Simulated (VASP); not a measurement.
Energy against volume of AlN (zinc blende). Computed with rev-vdW-DF2, VASP's PBE PAW potentials (set 64) (plane waves; VASP). Numerical set-up: 520 eV cut-off, 10×10×10 Γ-centred mesh, Gaussian smearing of 0.050 eV, potentials Al N.

| V (Å³/atom) | E (eV/atom) |
|---|---|
| 10.256 | -6.40976 |
| 10.573 | -6.41609 |
| 10.890 | -6.41064 |
| 11.208 | -6.39505 |

**Question.** Fit these four points and predict the energy of the run at 9.939 Å³/atom.

**Answer.** A cubic in V^(−2/3), the third-order Birch-Murnaghan form, passes through the four points with V0 = 10.58 Å³/atom and B0 = 198 GPa, and gives -6.3896 eV/atom there. The run gave -6.3898 eV/atom, -0.2 meV/atom from the fit; all five points give B0 = 197 GPa.

The compound is AlN in the zinc blende structure, a metastable form; wurtzite is the usual one. It was relaxed first.
